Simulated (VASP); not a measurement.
Input:

```
As
1.0
    5.16241    -1.79406     0.50936
    5.16241     1.79406     0.50936
    4.24597     0.00000     3.47855
As
2
Direct
  0.22166   0.22166   0.18706
  0.78842   0.78842   0.78842
```

Method: r2SCAN meta-GGA, VASP's PBE PAW potentials (set 64) (plane waves; VASP). Run with 480 eV cut-off, 8×8×8 Γ-centred mesh, Gaussian smearing of 0.050 eV, potentials As.

Task: Which forces act on the atoms, in eV/Å?

Result: 
```
atom      Fx     Fy      Fz
----  ------  -----  ------
As1    0.158  0.000   0.664
As2   -0.158  0.000  -0.664
```

Task: Give the stress tensor in GPa (positive for a compressed cell).

Result: 
```
-0.11   0.00   2.24
 0.00   1.22   0.00
 2.24   0.00   1.24
```
The pressure is its mean diagonal, 0.79 GPa.

The compound is As in the a7 structure. This cell was strained or had an atom moved on purpose.
